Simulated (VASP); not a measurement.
OSZICAR of a VASP run on NiS (atoms displaced from the space group 194 structure):

### OSZICAR
```
       N       E                     dE             d eps       ncg     rms          rms(c)
DAV:   1     0.162111160749E+03    0.16211E+03   -0.10314E+04 11736   0.109E+03
DAV:   2    -0.121544140261E+02   -0.17427E+03   -0.16504E+03 12084   0.272E+02
DAV:   3    -0.252388174649E+02   -0.13084E+02   -0.12567E+02 14156   0.826E+01
DAV:   4    -0.256370871682E+02   -0.39827E+00   -0.39725E+00 13622   0.158E+01
DAV:   5    -0.256520689723E+02   -0.14982E-01   -0.14977E-01 14728   0.295E+00    0.208E+01
DAV:   6    -0.285547227278E+02   -0.29027E+01   -0.36836E+01 14294   0.108E+02    0.270E+01
DAV:   7    -0.236859248141E+02    0.48688E+01   -0.11876E+01 13200   0.799E+01    0.830E+00
DAV:   8    -0.239270053748E+02   -0.24108E+00   -0.23327E+00 15196   0.126E+01    0.294E+00
DAV:   9    -0.239917463230E+02   -0.64741E-01   -0.24637E-01 17370   0.145E+01    0.436E+00
DAV:  10    -0.239062305050E+02    0.85516E-01   -0.11803E-01 16402   0.135E+01    0.139E+00
DAV:  11    -0.239039236346E+02    0.23069E-02   -0.14175E-02 17854   0.259E+00    0.610E-01
DAV:  12    -0.239039032349E+02    0.20400E-04   -0.41220E-03 15436   0.713E-01    0.236E-01
DAV:  13    -0.239038250721E+02    0.78163E-04   -0.74092E-04 18202   0.294E-01    0.570E-02
DAV:  14    -0.239038355641E+02   -0.10492E-04   -0.55726E-05 16374   0.949E-02    0.307E-02
DAV:  15    -0.239038325569E+02    0.30073E-05   -0.59077E-06 14702   0.381E-02    0.163E-02
DAV:  16    -0.239038323468E+02    0.21006E-06   -0.39986E-06 11558   0.197E-02
   1 F= -.23903832E+02 E0= -.23902206E+02  d E =-.325335E-02  mag=     0.0014
```

Problem. Which electronic solver shows in the log?

Solution. It is blocked Davidson (ALGO = Normal, or the opening steps of other solvers). The INCAR had ALGO = Normal.

Problem. How was spin treated?

Solution. Collinear spin (ISPIN = 2): the summary line carries one mag value, 0.00 μB in the cell.

Problem. Can the final energy be trusted as converged?

Solution. Self-consistency was reached. It stopped with EDIFF = 1E-6, NELM = 100 (LDA (Ceperley-Alder, Perdew-Zunger), plane waves, VASP's LDA PAW potentials (set 64)).  The moments were started parallel, and other spin orders were not tried in this run.

The structure comes from a measured NiS entry of the Crystallography Open Database, whose conditions weren't checked. The cell was not relaxed at this level, atoms are displaced from their ideal sites.
